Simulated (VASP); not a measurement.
The input files of a VASP run:

File POSCAR:
```
Na
1
    3.3602909227     0.0000000000     0.0000000000
    0.0000000000     3.3602909227    -0.0000000000
    0.0000000000     0.0000000000     3.3602909227
Na
1
Direct
  0.0000000000   0.0000000000   0.0000000000
```

INCAR:
```
# general
SYSTEM = Na
PREC   = Accurate
ENCUT  = 400   # plane-wave cut-off (eV)
LREAL  = .FALSE.   # projection in real space or not
LASPH  = .TRUE.   # aspherical one-centre terms

# electronic loop
EDIFF  = 1E-6
NELM   = 100
ALGO   = Normal   # blocked Davidson

# smearing
ISMEAR = 1
SIGMA  = 0.1   # width (eV)

# functional
GGA    = PS   # PBEsol

# ions
IBRION = 2
NSW    = 60
ISIF   = 3   # ions, shape and volume
EDIFFG = -0.01

# output
LWAVE  = .FALSE.
LCHARG = .FALSE.
```

**KPOINTS**
```
Automatic
0
Gamma
10 10 10
0 0 0
```

POTCAR, in this order: Na_pv (PBE.64 set). Program: vasp_std.

**Question.** Translate this PBEsol calculation to Ansatz.

**Answer.** One equivalent input (not run):
Ansatz 0.2 input:
```yaml
crystal:
  lattice:
    - [3.3602909, 0.0000000, 0.0000000]
    - [0.0000000, 3.3602909, 0.0000000]
    - [0.0000000, 0.0000000, 3.3602909]
  atoms:
    - { symbol: Na, position: [0.0000000, 0.0000000, 0.0000000] }
kpoints:
  mp_grid: { grid: [10, 10, 10] }
hamiltonian:
  xc: pbesol
  pseudopotentials: { kind: paw }
scf:
  occupations: { method: methfessel_paxton, width: 0.1 }
  max_iter: 100
relax:
  max_steps: 60
  f_tol: 0.01
  cell: {}
output: { forces: true, stress: true, eigenvalues: true }
```
What does not carry over: each code has its own PAW files, so the cut-off isn't converted (ENCUT is set for VASP's; basis.ecutwfc is left out, and Ansatz then takes the one that its files recommend); Ansatz stops its SCF on the density residual and VASP on the energy change (EDIFF).

The structure was generated: Na was put into the simple-cubic type (Pm-3m), which need not be its known phase. This run relaxes it. Symmetry was kept, so distortions that lower it aren't found. The start is the result of an earlier pass.
